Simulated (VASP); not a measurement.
Consider the following.

```yaml
crystal:
  lattice:
    - [0.00000, 3.00291, 3.00291]
    - [3.00291, 0.00000, 3.00291]
    - [3.00291, 3.00291, 0.00000]
  atoms:
    - { symbol: Ca, position: [0.00000, 0.00000, 0.00000] }
    - { symbol: Se, position: [0.50000, 0.50000, 0.50000] }
```

The numbers are results of MS2 meta-GGA, VASP's PBE PAW potentials (set 64) (plane waves; VASP 6.6.1), not measurements. Run with 520 eV cut-off, 8×8×8 Γ-centred mesh, Gaussian smearing of 0.050 eV, potentials Ca_sv Se.

### Question
Predict the energy per atom (σ→0), pressure, band gap (on the k-mesh) with the smallest direct gap where there is one.

### Answer

```yaml
band gap (on the k-mesh): 2.60 eV
smallest direct gap (on the k-mesh): 3.49 eV
energy per atom (σ→0): -8.008 eV/atom
pressure: -1.43 GPa
```

The absolute energy has meaning only against runs of the same code, potentials and settings.

The compound is CaSe in the rock salt structure. This cell is one point of a volume scan, at 1.03 of the reference volume.
